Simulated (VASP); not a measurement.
A convergence study with VASP on SiC (zinc blende): one setting is varied, all else stays as given below, so the limit is that of these other settings.

```yaml
crystal:
  lattice:
    - [0.00000, 2.18000, 2.18000]
    - [2.18000, 0.00000, 2.18000]
    - [2.18000, 2.18000, 0.00000]
  atoms:
    - { symbol: Si, position: [0.00000, 0.00000, 0.00000] }
    - { symbol: C, position: [0.25000, 0.25000, 0.25000] }
```

Computed with PBE GGA, VASP's PBE PAW potentials (set 64) (plane waves; VASP). The tightest run used: 700 eV cut-off, 20×20×20 Γ-centred mesh, tetrahedra with Blöchl corrections, potentials Si C.

Gaps are read on the run's mesh, which can miss a band edge.

### Question
The settings run are 3×3×3 mesh; 4×4×4 mesh; 5×5×5 mesh; 6×6×6 mesh; 7×7×7 mesh; 8×8×8 mesh; 9×9×9 mesh; 10×10×10 mesh; 11×11×11 mesh; 12×12×12 mesh; 13×13×13 mesh; 14×14×14 mesh; 15×15×15 mesh; 16×16×16 mesh; 17×17×17 mesh; 18×18×18 mesh; 19×19×19 mesh; 20×20×20 mesh. From which on does the energy per atom stay within 0.01 eV/atom of the tightest run?

### Answer
From 6×6×6 mesh on: it is off by 0.0054 there and by no more than 0.01 in any finer run, while 5×5×5 mesh is off by 0.0176.
| setting | E (eV/atom) | pressure (GPa) | gap on the mesh (eV) | irreducible k-points | difference judged (eV/atom) |
|---|---|---|---|---|---|
| 3×3×3 mesh | -7.2799 | 4.29 | 2.498 | 4 | 0.2515 |
| 4×4×4 mesh | -7.4684 | 3.11 | 1.313 | 8 | 0.0630 |
| 5×5×5 mesh | -7.5138 | 2.83 | 1.811 | 10 | 0.0176 |
| 6×6×6 mesh | -7.5260 | 2.75 | 1.354 | 16 | 0.0054 |
| 7×7×7 mesh | -7.5297 | 2.73 | 1.597 | 20 | 0.0017 |
| 8×8×8 mesh | -7.5308 | 2.72 | 1.359 | 29 | 0.0006 |
| 9×9×9 mesh | -7.5312 | 2.72 | 1.505 | 35 | 0.0002 |
| 10×10×10 mesh | -7.5313 | 2.71 | 1.360 | 47 | 0.0001 |
| 11×11×11 mesh | -7.5314 | 2.71 | 1.457 | 56 | 0.0000 |
| 12×12×12 mesh | -7.5314 | 2.71 | 1.360 | 72 | 0.0000 |
| 13×13×13 mesh | -7.5314 | 2.71 | 1.429 | 84 | 0.0000 |
| 14×14×14 mesh | -7.5314 | 2.71 | 1.360 | 104 | 0.0000 |
| 15×15×15 mesh | -7.5314 | 2.71 | 1.412 | 120 | 0.0000 |
| 16×16×16 mesh | -7.5314 | 2.71 | 1.360 | 145 | 0.0000 |
| 17×17×17 mesh | -7.5314 | 2.71 | 1.401 | 165 | 0.0000 |
| 18×18×18 mesh | -7.5314 | 2.71 | 1.360 | 195 | 0.0000 |
| 19×19×19 mesh | -7.5314 | 2.71 | 1.393 | 220 | 0.0000 |
| 20×20×20 mesh | -7.5314 | 2.71 | 1.360 | 256 | 0.0000 |

Left out are rungs that failed or repeat a setting and relaxations that didn't move; long series are thinned to 24 rows.

The compound is SiC in the zinc blende structure. The cell was not relaxed at this level.
